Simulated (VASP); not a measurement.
The system is InSb.

```
In Sb
1.0
     0.00000    3.26032    3.26032
     3.26032    0.00000    3.26032
     3.26032    3.26032    0.00000
In Sb
1 1
Direct
  0.00000 0.00000 0.00000
  0.25000 0.25000 0.25000
```

The cell was built by a generator and needn't be a form met in nature.

Base run:

```yaml
Program: VASP 6.6.1
Functional: PBEsol
Potentials_or_basis: VASP PAW PBE potentials, release 64 (In_d, Sb)
Cutoff: 520 eV
k_mesh: 10 × 10 × 10
Occupations: gaussian, width 0.03 eV
Spin: no spin polarisation
```

Its results: pressure 0.0 GPa.

Problem. The run is repeated on the same cell with these changes: functional from PBEsol to LDA; potentials or basis from VASP PAW PBE potentials, release 64 (In_d, Sb) to VASP PAW LDA potentials, release 64 (In_d, Sb). What comes out?

Solution. Pressure -1.3 GPa.

Caveats: the PAW data sets were made with another functional, which shifts forces and pressure a little (some runs).
